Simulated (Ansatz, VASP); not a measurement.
Two plane-wave programs on SiTe3

```
CELL_PARAMETERS angstrom
0.00000 3.93617 3.93617
3.93617 0.00000 3.93617
3.93617 3.93617 0.00000
ATOMIC_POSITIONS crystal
Si 0.50000 0.50000 0.50000
Te 0.75000 0.75000 0.75000
Te 0.25000 0.25000 0.25000
Te 0.00000 0.00000 0.00000
```

Alike in both runs: task relaxation of cell and atoms; functional PBE; k mesh 4 × 4 × 4; occupations gaussian, width 0.1 eV; no spin polarisation.

|  | VASP | Ansatz |
| --- | --- | --- |
| version | VASP 6.6.1 | Ansatz 0.2.0 |
| potentials or method | VASP PAW PBE potentials, release 64 (Si, Te) | scalar-relativistic, plane waves, PAW |
| plane-wave cutoff (eV) | 600 | 420 |
| valence electrons in the cell | 22 | 52 |

|  | VASP | Ansatz | Ansatz less VASP |
| --- | --- | --- | --- |
| gap on the k mesh at the Fermi level, each at its own relaxed structure (eV) | none | none | - |
| relaxed volume (Å³/atom) | 25.95 | 25.88 | -0.069 |
| relaxed cell length with the largest relative difference (Å) | 5.275 | 5.271 | -0.0047 |
| energy change over the relaxation (meV/atom) | -103 | -101 | +1.7 |

A gap of «none» marks a metal or a gap that the smearing closes. The two sets of potentials don't hold the same shells in valence.

Spin-orbit coupling is left out, which matters for the levels of Te.
